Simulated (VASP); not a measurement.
The system is Sb.

```xyz
2
Lattice="2.1542 1.2437 3.7580 -2.1542 1.2437 3.7580 0.0000 -2.4875 3.7580" Properties=species:S:1:pos:R:3 pbc="T T T"
Sb    0.0000    0.0000    2.6324
Sb    0.0000    0.0000    8.6416
```

Base run:

| Property | Result |
| --- | --- |
| Program | VASP 6.6.1 |
| Functional | PBE |
| Dispersion | D3(BJ) |
| Potentials or basis | VASP PAW PBE potentials, release 64 (Sb) |
| Cutoff | 520 eV |
| k mesh | 9 × 9 × 9 |
| Occupations | gaussian, width 0.02 eV |
| Spin | no spin polarisation |

Its results: band gap on the k mesh 0.08 eV, indirect (least direct gap 0.49 eV); pressure 0.2 GPa; largest force 0.214 eV/Å.

Task: The run is repeated on the same cell with these changes: cutoff from 520 eV to 350 eV; k mesh from 9 × 9 × 9 to 6 × 6 × 6. What comes out?

Result: Band gap on the k mesh none (metal or under the smearing width); pressure 0.3 GPa; largest force 0.105 eV/Å.

Caveats: spin-orbit coupling is left out, which moves the levels of the heavy elements (some runs); an odd mesh through Γ misses points on the zone boundary, where band edges often lie (some runs); pairwise dispersion overbinds metals, which lowers pressure and volume (some runs).

Not every run made on this cell is shown here.
